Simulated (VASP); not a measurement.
Here is the system:

```
CELL_PARAMETERS angstrom
      1.66863    -2.89016     0.00000
      1.66863     2.89016     0.00000
      0.00000     0.00000     5.40603
ATOMIC_POSITIONS crystal
  Zn 0.66667 0.33333 0.50189
  Zn 0.33333 0.66667 0.00189
  O  0.66667 0.33333 0.88011
  O  0.33333 0.66667 0.38011
```

Level of theory: vdW-DF2, VASP's PBE PAW potentials (set 64) (plane waves; VASP). Run with 520 eV cut-off, 8×8×4 Γ-centred mesh, Gaussian smearing of 0.050 eV, potentials Zn O.

Task: What does the run give for the energy per atom (σ→0)?

Result: 
The energy per atom (σ→0) comes out as -2.026 eV/atom.

The compound is ZnO in the wurtzite structure. It was relaxed first, which changed the volume by +9 %.
